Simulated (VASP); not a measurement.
Molecule: OScCl2H, in a box.

```
CELL_PARAMETERS angstrom
12.00000 0.00000 0.00000
0.00000 14.00000 0.00000
0.00000 0.00000 12.00000
ATOMIC_POSITIONS crystal
O 0.59321 0.59769 0.56527
Sc 0.53518 0.48181 0.52658
Cl 0.62035 0.34491 0.58852
Cl 0.37841 0.47597 0.41714
H 0.62375 0.65809 0.58573
```

Program: VASP 6.6.1. Alike in all runs: task single point; potentials or basis VASP PAW PBE potentials, release 64 (O, Sc_sv, Cl, H); no spin polarisation; cell as given; k mesh 1 × 1 × 1; cutoff (eV) 520; smearing gaussian 0.01 eV.

Problem. Order these runs on this cell by their band gap on the k mesh, lowest first.
A. level PBE0+D3(BJ); grid for exact exchange (PRECFOCK) Fast; exchange at q = 0 truncated
B. level r2SCAN
C. level BLYP

Solution. C (3.73 eV), B (4.52 eV), A (6.27 eV).

Runs at the PBE level aren't shown here.
